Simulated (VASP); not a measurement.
## BiB (relaxed from the WC structure, space group P-6m2): computed properties

These are r2SCAN meta-GGA, VASP's PBE PAW potentials (set 64) (plane waves; VASP 6.6.1) values and carry that method's errors.

```json
{
 "space_group": "P-6m2 (187)",
 "cell": "a = 3.6445 Å, b = 3.6445 Å, c = 3.3308 Å, α = 90.00°, β = 90.00°, γ = 120.00°",
 "volume_per_atom": "19.16 Å³/atom",
 "band gap (over mesh and band path)": "none (metal, semimetal or under 0.01 eV)",
 "density": "9.53 g/cm³"
}
```

```yaml
crystal:
  lattice:
    - [3.64448, 0.00000, 0.00000]
    - [-1.82224, 3.15621, 0.00000]
    - [0.00000, 0.00000, 3.33076]
  atoms:
    - { symbol: B, position: [0.00000, 0.00000, 0.00000] }
    - { symbol: Bi, position: [0.66667, 0.33333, 0.50000] }
```

Unless said otherwise, spin-orbit coupling is left out, though it shifts the bands of the heavy elements here.

The structure was generated: BiB was put into the WC type (P-6m2), which need not be its known phase. It was relaxed first, which changed the volume by +28 %. Symmetry was kept, so distortions that lower it aren't found.
